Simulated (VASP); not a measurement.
Consider the following.

```yaml
crystal:
  lattice:
    - [4.59647, 0.00000, 0.00000]
    - [-2.29823, 3.98066, 0.00000]
    - [0.00000, 0.00000, 14.00000]
  atoms:
    - { symbol: Sn, position: [0.66667, 0.33333, 0.50000] }
    - { symbol: Ge, position: [0.33333, 0.66667, 0.50000] }
```

The numbers are results of PBE GGA, VASP's PBE PAW potentials (set 64) (plane waves; VASP), not measurements. Numerical set-up: 300 eV cut-off, 6×6×1 Γ-centred mesh, Fermi-Dirac smearing of 0.10 eV, potentials Sn_d Ge_d.

The cell holds a wide vacuum, so values per volume refer to the whole cell.

**Question.** Give the energies of bands 12 to 17 at the high-symmetry points, in eV from the Fermi level.

**Answer.** 
| band | Γ | M | K |
|---|---|---|---|
| 12 | -2.28 | -6.97 | -7.41 |
| 13 | -1.92 | -2.36 | -3.48 |
| 14 | -1.20 | -0.38 | 0.28 |
| 15 | -1.20 | 0.33 | 0.53 |
| 16 | 2.97 | 1.12 | 3.62 |
| 17 | 2.97 | 5.55 | 4.06 |

It has no gap at this level: it comes out as a metal or semimetal.

The cell is a sheet with vacuum, built from a generated structure.
